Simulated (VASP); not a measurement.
Cu:

```xyz
1
Lattice="0.0000 1.8075 1.8075 1.8075 0.0000 1.8075 1.8075 1.8075 0.0000" Properties=species:S:1:pos:R:3 pbc="T T T"
Cu    0.0000    0.0000    0.0000
```

```yaml
Program: VASP 6.6.1
Task: relaxation of cell and atoms
Functional: PBEsol
Potentials_or_basis: VASP PAW PBE potentials, release 64 (Cu)
Cutoff: 600 eV
k_mesh: 18 × 18 × 18
Occupations: methfessel-paxton, width 0.1 eV
Spin: no spin polarisation
```

At the start: pressure -5.6 GPa; volume 11.81 Å³/atom.

How do energy, volume and symmetry change on relaxing?

Over 3 steps the energy falls by 8.0 meV/atom and the volume is 11.37 Å³/atom (-3.7 %); space group Fm-3m (No. 225, to 0.05 Å).

The path:
| step | energy change (eV) | largest force (eV/Å) | pressure (GPa) | volume (Å³) |
| --- | --- | --- | --- | --- |
| 1 | 0.0000 | 0.0000 | -5.61 | 11.81 |
| 2 | -0.0049 | 0.0000 | 3.95 | 11.12 |
| 3 | -0.0080 | 0.0000 | 0.03 | 11.37 |

Final structure:
```
Cu
1.0
     0.00000    1.78486    1.78486
     1.78486    0.00000    1.78486
     1.78486    1.78486    0.00000
Cu
1
Direct
  0.00000 0.00000 0.00000
```

Caveat: the PAW data sets were made with another functional, which shifts forces and pressure a little.
